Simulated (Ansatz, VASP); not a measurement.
**PbO: VASP beside Ansatz**

One calculation is typed for both programs; each brings its own data sets. How far apart do they land? The cell is generated by rule, not measured, and may not be a known phase. The cell is taken from a series of runs on this material, whose earlier steps may have relaxed, scaled, displaced or heated it; both programs get it as it stands.

Main program and level: Ansatz 0.2.0; plane waves, with VASP 6.6.1 beside it; PBEsol.

The structure was built from a prototype and need not be the compound's stable phase.

## 1. The structure

It takes space group P6_3/mmc (No. 194, hexagonal). Conventional cell: a = 3.544 Å, b = 3.544 Å, c = 6.426 Å, α = 90.00°, β = 90.00°, γ = 120.00°. Pb has 6 O at 2.60 Å nearest. Nearest to O lie 6 Pb at 2.60 Å. Farther neighbours and most contacts between anions are not listed.

## 2. VASP: zone-centre phonons, PBEsol

Second derivatives magnify differences that forces hide, and they need a tight electronic threshold.

Lines of VASP's logs that name or quote its potential files are left out, and so is its time.

The input, INCAR:

```
SYSTEM = PbO
PREC = Accurate
ENCUT = 600
EDIFF = 1E-08
NELM = 120
ISMEAR = 1
SIGMA = 0.15
LREAL = .FALSE.
ALGO = Normal
GGA = PS
NBANDS = 26
LORBIT = 11
LWAVE = .FALSE.
LCHARG = .FALSE.
ISIF = 2
IBRION = 8
LASPH = .TRUE.
GGA_COMPAT = .FALSE.
KPAR = 2
```

The input, POSCAR:

```
PbO
1.0
    3.5435701249     -0.0000028791      0.0000000000
   -1.7717825691      3.0688231878      0.0000000000
    0.0000000000      0.0000000000      6.4262845469
Pb O
2 2
Direct
    0.0000000000      0.0000000000      1.0000000000
    0.0000000000      0.0000000000      0.5000000000
    0.3333333333      0.6666666667      0.2500000000
    0.6666666667      0.3333333333      0.7500000000
```

The input, KPOINTS:

```
Automatic mesh
0
Gamma
12 12 6
0 0 0
```

Potentials, in the order of the species: Pb_d and O (PBE family, release 64).

Run with:

```sh
$ mpirun -np 2 vasp_std
```

Numbers of over 12 decimals in the logs are rounded to 6 here.

Log:

```text
[banner, memory and clock lines left out]
running    2 mpi-ranks, on    1 nodes
 distrk:  each k-point on    1 cores,    2 groups
 distr:  one band on    1 cores,    1 groups

 POSCAR found type information on POSCAR PbO
 POSCAR found :  2 types and       4 ions
|                                                                             |
|               ----> ADVICE to this user running VASP <----                  |
|                                                                             |
|     You enforced a specific xc type in the INCAR file but a different       |
|     [... a line on the potential file left out ...]
|     I HOPE YOU KNOW WHAT YOU ARE DOING!                                     |
|                                                                             |

 LDA part: xc-table for (Slater+PW92), standard interpolation
 POSCAR, INCAR and KPOINTS ok, starting setup
 FFT: planning ... GRIDC
 FFT: planning ... GRID_SOFT
 FFT: planning ... GRID
 WAVECAR not read
 entering main loop
       N       E                     dE             d eps       ncg     rms          rms(c)
DAV:   1     0.494267305791E+03    0.49427E+03   -0.21950E+04  3952   0.208E+03
DAV:   2     0.405477610632E+02   -0.45372E+03   -0.44131E+03  4060   0.514E+02
DAV:   3    -0.226369298092E+02   -0.63185E+02   -0.61341E+02  5130   0.202E+02
DAV:   4    -0.255536518864E+02   -0.29167E+01   -0.29032E+01  4706   0.443E+01
DAV:   5    -0.256340831037E+02   -0.80431E-01   -0.80405E-01  4894   0.766E+00    0.110E+01
DAV:   6    -0.223346142867E+02    0.32995E+01   -0.24280E+01  5858   0.350E+01    0.658E+00
DAV:   7    -0.218818039239E+02    0.45281E+00   -0.32980E+00  5212   0.146E+01    0.228E+00
DAV:   8    -0.218724562157E+02    0.93477E-02   -0.82671E-01  4028   0.662E+00    0.165E+00
DAV:   9    -0.218409838501E+02    0.31472E-01   -0.90326E-02  4188   0.213E+00    0.265E-01
DAV:  10    -0.218416631745E+02   -0.67932E-03   -0.94954E-03  4722   0.585E-01    0.162E-01
DAV:  11    -0.218413510169E+02    0.31216E-03   -0.13208E-03  5444   0.294E-01    0.339E-02
DAV:  12    -0.218413554703E+02   -0.44534E-05   -0.13875E-04  4518   0.790E-02    0.403E-03
DAV:  13    -0.218413557979E+02   -0.32764E-06   -0.29164E-06  5200   0.128E-02    0.245E-03
DAV:  14    -0.218413557285E+02    0.69462E-07   -0.72656E-07  5542   0.709E-03    0.132E-03
DAV:  15    -0.218413557418E+02   -0.13314E-07   -0.69312E-08  4600   0.247E-03    0.258E-04
DAV:  16    -0.218413557828E+02   -0.41016E-07   -0.39682E-09  2090   0.631E-04    0.334E-05
DAV:  17    -0.218413557929E+02   -0.10123E-07   -0.10502E-09  2056   0.400E-04    0.637E-05
DAV:  18    -0.218413557873E+02    0.56043E-08   -0.24775E-10  2044   0.247E-04
   1 F= -.21841356E+02 E0= -.21841540E+02  d E =0.553785E-03
 Linear response reoptimize wavefunctions to high precision
DAV:   1    -0.218413557868E+02    0.58026E-09   -0.91069E-11  2042   0.132E-04
DAV:   2    -0.218413557867E+02    0.36380E-10   -0.33771E-11  2042   0.605E-05
 Linear response DOF=           4
 Linear response progress:
  Degree of freedom:   1/  4
       N       E                     dE             d eps       ncg     rms          rms(c)
RMM:   1    -0.321840386824E+00   -0.32184E+00   -0.17906E-01 17963   0.467E+00
RMM:   2    -0.324098711589E+00   -0.22583E-02   -0.12805E-02 19733   0.952E-01    0.402E-02
RMM:   3    -0.323964987082E+00    0.13372E-03   -0.15712E-03 21511   0.289E-01    0.230E-02
RMM:   4    -0.323503855806E+00    0.46113E-03   -0.17177E-04 21377   0.103E-01    0.485E-03
RMM:   5    -0.323514851481E+00   -0.10996E-04   -0.21698E-05 21483   0.342E-02    0.303E-03
RMM:   6    -0.323515318252E+00   -0.46677E-06   -0.57471E-06 21906   0.155E-02    0.108E-03
RMM:   7    -0.323524849053E+00   -0.95308E-05   -0.16822E-06 21733   0.581E-03    0.372E-04
RMM:   8    -0.323522343159E+00    0.25059E-05   -0.10993E-06 21768   0.218E-03    0.463E-05
RMM:   9    -0.323522224760E+00    0.11840E-06   -0.79908E-07 21978   0.862E-04    0.248E-05
RMM:  10    -0.323522174203E+00    0.50557E-07   -0.32796E-07 22050   0.417E-04    0.123E-05
RMM:  11    -0.323522103820E+00    0.70383E-07   -0.11512E-07 22146   0.222E-04    0.371E-06
RMM:  12    -0.323522055529E+00    0.48290E-07   -0.11544E-07 22565   0.130E-04    0.167E-06
RMM:  13    -0.323522068915E+00   -0.13385E-07   -0.33368E-08 21697   0.804E-05    0.819E-07
RMM:  14    -0.323522077786E+00   -0.88709E-08   -0.32325E-09 19320   0.543E-05    0.356E-07
 first order change of Fermi-energy   0.19151E-04
 force on displaced ion       1 direction 1 :   0.531  -0.000   0.000
 Linear response progress:
  Degree of freedom:   2/  4
       N       E                     dE             d eps       ncg     rms          rms(c)
RMM:   1    -0.359207505704E+00   -0.35921E+00   -0.18069E-01  7507   0.477E+00
RMM:   2    -0.359295957052E+00   -0.88451E-04   -0.17884E-02  8114   0.104E+00    0.550E-02
RMM:   3    -0.358948346847E+00    0.34761E-03   -0.26442E-03  8894   0.352E-01    0.688E-02
RMM:   4    -0.358772436055E+00    0.17591E-03   -0.52751E-04  8740   0.133E-01    0.235E-02
RMM:   5    -0.358577445635E+00    0.19499E-03   -0.30534E-04  8866   0.728E-02    0.825E-03
RMM:   6    -0.358631259213E+00   -0.53814E-04   -0.89042E-05  9173   0.276E-02    0.352E-03
RMM:   7    -0.358657839303E+00   -0.26580E-04   -0.43934E-05  9023   0.939E-03    0.127E-03
RMM:   8    -0.358668874808E+00   -0.11036E-04   -0.34628E-05  8988   0.388E-03    0.352E-04
RMM:   9    -0.358671528043E+00   -0.26532E-05   -0.22719E-05  9237   0.173E-03    0.884E-05
RMM:  10    -0.358671146439E+00    0.38160E-06   -0.86953E-06  9337   0.833E-04    0.695E-05
RMM:  11    -0.358671582304E+00   -0.43587E-06   -0.79357E-06  9352   0.449E-04    0.166E-05
RMM:  12    -0.358670875480E+00    0.70682E-06   -0.26257E-06  9313   0.209E-04    0.643E-06
RMM:  13    -0.358670957425E+00   -0.81945E-07   -0.21364E-06  9206   0.111E-04    0.219E-06
RMM:  14    -0.358670788114E+00    0.16931E-06   -0.69276E-07  9480   0.713E-05    0.191E-06
RMM:  15    -0.358670764527E+00    0.23587E-07   -0.29677E-07  9450   0.546E-05    0.365E-07
RMM:  16    -0.358670748047E+00    0.16481E-07   -0.12847E-07  7865   0.453E-05    0.315E-07
RMM:  17    -0.358670739754E+00    0.82922E-08    0.48289E-09  6561   0.406E-05    0.153E-07
 first order change of Fermi-energy  -0.13745E-03
 force on displaced ion       1 direction 3 :  -0.000   0.000  -7.929
 Linear response progress:
  Degree of freedom:   3/  4
       N       E                     dE             d eps       ncg     rms          rms(c)
RMM:   1    -0.371861093716E+00   -0.37186E+00    0.24328E-01 30439   0.297E+00
RMM:   2    -0.360295426586E+00    0.11566E-01   -0.22225E-02 23410   0.113E+00    0.791E-02
RMM:   3    -0.361162212730E+00   -0.86679E-03   -0.31749E-03 26459   0.344E-01    0.476E-02
RMM:   4    -0.362332918037E+00   -0.11707E-02   -0.46041E-04 23415   0.139E-01    0.103E-02
RMM:   5    -0.362233185544E+00    0.99732E-04   -0.50707E-05 26924   0.529E-02    0.416E-03
RMM:   6    -0.362216866191E+00    0.16319E-04   -0.81229E-06 26908   0.182E-02    0.153E-03
RMM:   7    -0.362218846163E+00   -0.19800E-05   -0.11241E-06 27186   0.688E-03    0.737E-04
RMM:   8    -0.362221495095E+00   -0.26489E-05   -0.39976E-07 27411   0.254E-03    0.262E-04
RMM:   9    -0.362221104647E+00    0.39045E-06   -0.31661E-08 28162   0.110E-03    0.931E-05
RMM:  10    -0.362219866444E+00    0.12382E-05    0.54353E-08 27868   0.442E-04    0.255E-05
RMM:  11    -0.362220064397E+00   -0.19795E-06   -0.37977E-08 28614   0.172E-04    0.111E-05
RMM:  12    -0.362220209058E+00   -0.14466E-06    0.12505E-08 28279   0.701E-05    0.460E-06
RMM:  13    -0.362220159895E+00    0.49163E-07    0.62805E-09 27753   0.391E-05    0.855E-07
RMM:  14    -0.362220162886E+00   -0.29911E-08   -0.14385E-09 24842   0.246E-05    0.389E-07
 first order change of Fermi-energy  -0.61684E-04
 force on displaced ion       3 direction 1 :  -1.580  -0.000   0.000
 Linear response progress:
  Degree of freedom:   4/  4
       N       E                     dE             d eps       ncg     rms          rms(c)
RMM:   1    -0.384064059958E+00   -0.38406E+00    0.30480E-01 10573   0.298E+00
RMM:   2    -0.375458037225E+00    0.86060E-02   -0.18590E-02  7651   0.104E+00    0.814E-02
RMM:   3    -0.376179846933E+00   -0.72181E-03   -0.24802E-03  8453   0.322E-01    0.451E-02
RMM:   4    -0.376998905005E+00   -0.81906E-03   -0.58105E-04  8588   0.134E-01    0.141E-02
RMM:   5    -0.376957750043E+00    0.41155E-04   -0.23879E-05  8361   0.572E-02    0.485E-03
RMM:   6    -0.377010549477E+00   -0.52799E-04   -0.19755E-05  9085   0.205E-02    0.202E-03
RMM:   7    -0.377012992969E+00   -0.24435E-05   -0.23615E-06  9122   0.721E-03    0.133E-03
RMM:   8    -0.377008230864E+00    0.47621E-05   -0.36537E-06  8075   0.530E-03    0.270E-04
RMM:   9    -0.377009242228E+00   -0.10114E-05   -0.10859E-06  8611   0.175E-03    0.165E-04
RMM:  10    -0.377008953275E+00    0.28895E-06   -0.20945E-07  9283   0.822E-04    0.765E-05
RMM:  11    -0.377008191320E+00    0.76195E-06   -0.13338E-07  9084   0.313E-04    0.162E-05
RMM:  12    -0.377008198461E+00   -0.71411E-08   -0.11445E-07  8493   0.175E-04    0.703E-06
RMM:  13    -0.377008239163E+00   -0.40702E-07    0.95467E-12  8816   0.693E-05    0.172E-06
RMM:  14    -0.377008254884E+00   -0.15721E-07   -0.80810E-09  9386   0.396E-05    0.110E-06
RMM:  15    -0.377008252723E+00    0.21612E-08   -0.92572E-09  8989   0.251E-05    0.216E-07
 first order change of Fermi-energy  -0.83400E-04
 force on displaced ion       3 direction 3 :   0.000  -0.000  -2.884
 Linear response finished
```

From OUTCAR (step 2):

```text
ion  position               nearest neighbor table
   1  0.000  0.000  0.000-   3 2.60   4 2.60   4 2.60   3 2.60   4 2.60   3 2.60   2 3.21   2 3.21

  LATTYP: Found a hexagonal cell.
 ALAT       =     3.5435701249
 C/A-ratio  =     1.8135056794

 Subroutine GETGRP returns: Found 24 space group operations
 (whereof 12 operations were pure point group operations)

The static configuration has the point symmetry D_3d.
 The point group associated with its full space group is D_6h.

 Found     76 irreducible k-points:

   k-points           NKPTS =     76   k-points in BZ     NKDIM =     76   number of bands    NBANDS=     26

   dimension x,y,z NGX =    28 NGY =   28 NGZ =   54
   dimension x,y,z NGXF=    56 NGYF=   56 NGZF=  108

   ENCUT  =  600.0 eV  44.10 Ry    6.64 a.u.   7.08  7.08 12.83*2*pi/ulx,y,z

   NELECT =      40.0000    total number of electrons

 k-points in reciprocal lattice and weights: Automatic mesh
   0.00000000  0.00000000  0.00000000       0.001
   0.08333333  0.00000000  0.00000000       0.007
   0.16666667  0.00000000  0.00000000       0.007
   0.25000000  0.00000000  0.00000000       0.007
   0.33333333 -0.00000000  0.00000000       0.007
   0.41666667  0.00000000  0.00000000       0.007
   0.50000000  0.00000000  0.00000000       0.003
   0.08333333  0.08333333  0.00000000       0.007
   0.16666667  0.08333333  0.00000000       0.014
[...]
0.33333333  0.25000000  0.50000000       0.014
   0.33333333  0.33333333  0.50000000       0.002

 average (electrostatic) potential at core
       1 -90.0604       2 -90.0604       3 -67.9837       4 -67.9837

  Total       -0.0153971     -0.0153971     -0.0155343      0.0000000      0.0000000     -0.0000000
  in kB       -0.3530016     -0.3530016     -0.3561468      0.0000000      0.0000000     -0.0000000
  external PRESSURE =      -0.3540500 kB  Pullay stress =       0.0000000 kB

  energy-cutoff  :      600.00
  volume of cell :       69.88
      direct lattice vectors                 reciprocal lattice vectors
     3.543570125 -0.000002879  0.000000000     0.282201405  0.162928752  0.000000000
    -1.771782569  3.068823188  0.000000000     0.000000265  0.325857962  0.000000000
     0.000000000  0.000000000  6.426284547     0.000000000  0.000000000  0.155610912

 POSITION                                       TOTAL-FORCE (eV/Angst)
 -----------------------------------------------------------------------------------
      0.00000      0.00000      0.00000         0.000000      0.000000      0.000000
      0.00000      0.00000      3.21314         0.000000      0.000000      0.000000
      0.00000      2.04588      1.60657         0.000000      0.000000     -0.000000
      1.77179      1.02294      4.81971        -0.000000      0.000000      0.000000
 -----------------------------------------------------------------------------------
    total drift:                                0.000000     -0.000000      0.000000

 Eigenvectors and eigenvalues of the dynamical matrix
 ----------------------------------------------------

   1 f  =   10.796724 THz    67.837816 2PiTHz  360.139937 cm-1    44.651641 meV
             X         Y         Z           dx          dy          dz
      0.000000  0.000000  0.000000    -0.000000    0.000000   -0.000000
      0.000000  0.000000  3.213142    -0.000000    0.000000   -0.000000
      0.000002  2.045881  1.606571    -0.000000    0.000000    0.707107
      1.771786  1.022939  4.819713     0.000000   -0.000000   -0.707107

   2 f  =    6.888243 THz    43.280106 2PiTHz  229.767049 cm-1    28.487471 meV
             X         Y         Z           dx          dy          dz
      0.000000  0.000000  0.000000     0.000000    0.000000    0.000000
      0.000000  0.000000  3.213142     0.000000   -0.000000   -0.000000
      0.000002  2.045881  1.606571    -0.549086    0.445538   -0.000000
      1.771786  1.022939  4.819713     0.549086   -0.445538    0.000000

   3 f  =    6.888243 THz    43.280106 2PiTHz  229.767049 cm-1    28.487471 meV
             X         Y         Z           dx          dy          dz
      0.000000  0.000000  0.000000     0.000000    0.000000    0.000000
      0.000000  0.000000  3.213142     0.000000   -0.000000   -0.000000
      0.000002  2.045881  1.606571    -0.445538   -0.549086    0.000000
      1.771786  1.022939  4.819713     0.445538    0.549086   -0.000000

   4 f  =    4.572381 THz    28.729116 2PiTHz  152.518205 cm-1    18.909839 meV
             X         Y         Z           dx          dy          dz
      0.000000  0.000000  0.000000    -0.000000   -0.000000   -0.707107
      0.000000  0.000000  3.213142    -0.000000   -0.000000    0.707107
      0.000002  2.045881  1.606571     0.000000    0.000000   -0.000000
      1.771786  1.022939  4.819713     0.000000    0.000000   -0.000000

   5 f  =    0.953699 THz     5.992267 2PiTHz   31.811970 cm-1     3.944180 meV
             X         Y         Z           dx          dy          dz
      0.000000  0.000000  0.000000    -0.158578    0.128629    0.000000
      0.000000  0.000000  3.213142    -0.158578    0.128629    0.000000
      0.000002  2.045881  1.606571     0.525766   -0.426471    0.000000
      1.771786  1.022939  4.819713     0.525766   -0.426471    0.000000

   6 f  =    0.953699 THz     5.992267 2PiTHz   31.811970 cm-1     3.944180 meV
             X         Y         Z           dx          dy          dz
      0.000000  0.000000  0.000000    -0.128629   -0.158578   -0.000000
      0.000000  0.000000  3.213142    -0.128629   -0.158578   -0.000000
      0.000002  2.045881  1.606571     0.426471    0.525766   -0.000000
      1.771786  1.022939  4.819713     0.426471    0.525766   -0.000000

   7 f  =    0.001337 THz     0.008400 2PiTHz    0.044595 cm-1     0.005529 meV
             X         Y         Z           dx          dy          dz
      0.000000  0.000000  0.000000     0.000000   -0.000000    0.681245
      0.000000  0.000000  3.213142     0.000000   -0.000000    0.681245
      0.000002  2.045881  1.606571     0.000000   -0.000000    0.189485
      1.771786  1.022939  4.819713     0.000000   -0.000000    0.189485

   8 f/i=    0.020880 THz     0.131190 2PiTHz    0.696468 cm-1     0.086351 meV
             X         Y         Z           dx          dy          dz
      0.000000  0.000000  0.000000    -0.499039   -0.457458   -0.000000
      0.000000  0.000000  3.213142    -0.499039   -0.457458   -0.000000
      0.000002  2.045881  1.606571    -0.150517   -0.137975   -0.000000
      1.771786  1.022939  4.819713    -0.150517   -0.137975   -0.000000

   9 f/i=    0.020880 THz     0.131190 2PiTHz    0.696468 cm-1     0.086351 meV
             X         Y         Z           dx          dy          dz
      0.000000  0.000000  0.000000    -0.457458    0.499039    0.000000
      0.000000  0.000000  3.213142    -0.457458    0.499039    0.000000
      0.000002  2.045881  1.606571    -0.137975    0.150517    0.000000
      1.771786  1.022939  4.819713    -0.137975    0.150517    0.000000

  10 f/i=    1.152243 THz     7.239756 2PiTHz   38.434685 cm-1     4.765292 meV
             X         Y         Z           dx          dy          dz
      0.000000  0.000000  0.000000    -0.445566   -0.549064   -0.000000
      0.000000  0.000000  3.213142     0.445566    0.549064   -0.000000
      0.000002  2.045881  1.606571    -0.000000   -0.000000   -0.000000
      1.771786  1.022939  4.819713    -0.000000   -0.000000   -0.000000

  11 f/i=    1.152243 THz     7.239756 2PiTHz   38.434685 cm-1     4.765292 meV
             X         Y         Z           dx          dy          dz
      0.000000  0.000000  0.000000    -0.549064    0.445566   -0.000000
      0.000000  0.000000  3.213142     0.549064   -0.445566    0.000000
      0.000002  2.045881  1.606571     0.000000    0.000000    0.000000
      1.771786  1.022939  4.819713    -0.000000    0.000000    0.000000

  12 f/i=    5.537317 THz    34.791986 2PiTHz  184.705001 cm-1    22.900491 meV
             X         Y         Z           dx          dy          dz
      0.000000  0.000000  0.000000    -0.000000   -0.000000    0.189485
      0.000000  0.000000  3.213142    -0.000000   -0.000000    0.189485
      0.000002  2.045881  1.606571    -0.000000   -0.000000   -0.681245
      1.771786  1.022939  4.819713    -0.000000   -0.000000   -0.681245

 ELASTIC MODULI CONTR FROM IONIC RELAXATION (kBar)
 Direction    XX          YY          ZZ          XY          YZ          ZX
 --------------------------------------------------------------------------------
 XX         -95.9299     95.9299     -0.0000      0.0000     -0.0000      0.0000
 YY          95.9299    -95.9299      0.0000      0.0000      0.0000     -0.0000
 ZZ          -0.0000      0.0000     -0.0000      0.0000     -0.0000      0.0000
 XY           0.0000      0.0000      0.0000    -95.9299     -0.0000      0.0000
 YZ          -0.0000      0.0000     -0.0000     -0.0000     -0.0000      0.0000
 ZX           0.0000     -0.0000      0.0000      0.0000      0.0000     -0.0000
 --------------------------------------------------------------------------------
```

(Continued in part 2 of 2.)

[Lines on the potential files, build, host, timing and source positions are cut from VASP's logs without a mark.]

[Logs are printed without paths, hosts, clocks, repeated set-up lines and the standing remarks that a program may print on its own settings, such as how far it seeks lower states.]

[Hosts, paths, dates, database ids (printed as entryN), source tags and the programs' standing remarks are cut or masked in the printed files.]
